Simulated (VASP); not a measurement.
VASP runs on ScTe (a trial cell in the CsCl structure, space group Pm-3m) share one base input (PBE GGA, plane waves, VASP's PBE PAW potentials (set 64)) and change the settings named in each case.

### POSCAR
```
ScTe
1
    3.5615450000     0.0000000000     0.0000000000
    0.0000000000     3.5615450000     0.0000000000
    0.0000000000     0.0000000000     3.5615450000
Sc Te
1 1
Direct
  0.0000000000   0.0000000000   0.0000000000
  0.5000000000   0.5000000000   0.5000000000
```

**INCAR**
```
SYSTEM = ScTe
PREC = Accurate; ENCUT = 400; LREAL = .FALSE.
LASPH = .TRUE.
EDIFF = 1E-6; NELM = 100; ALGO = Normal
LMAXMIX = 4
ISMEAR = 0; SIGMA = 0.05
GGA = PE
ISIF = 2
LWAVE = .FALSE.; LCHARG = .FALSE.
```

File KPOINTS:
```
Automatic mesh
0
Gamma
7 7 7
0 0 0
```

POTCAR, in this order: Sc_sv Te (PBE.64 set). Program: vasp_std.

| change | E(σ→0) (eV/atom) | pressure (GPa) | −TS (eV) | irreducible k-points |
|---|---|---|---|---|
| base run | -5.5816 | 4.14 | -0.0055 | 20 |
| KPOINTS 1×1×1 Γ-centred mesh | 0.0549 | 38.80 | -0.1070 | 1 |
| KPOINTS 3×3×3 Γ-centred mesh | -5.4493 | 4.23 | -0.0125 | 4 |
| KPOINTS 4×4×4 Γ-centred mesh | -5.5775 | 3.62 | -0.0042 | 10 |
| KPOINTS 6×6×6 Γ-centred mesh | -5.5933 | 4.10 | -0.0037 | 20 |
| KPOINTS 8×8×8 Γ-centred mesh | -5.5858 | 4.27 | -0.0041 | 35 |
| KPOINTS 11×11×11 Γ-centred mesh | -5.5835 | 4.21 | -0.0050 | 56 |
 Unless said otherwise, spin-orbit coupling is left out, though it shifts the bands of the heavy elements here.

Left out are runs that ran out of time, are held back, or changed the cell or the kind of run, fixed moments of cells without a moment, rows past the twelfth, gaps on odd meshes, pressures of charged cells and columns that move by less than the noise.

The structure was generated: ScTe was put into the CsCl type (Pm-3m), which need not be its known phase. The cell was not relaxed at this level. The electron count is odd and the run is not spin-polarised, which forces a metal.
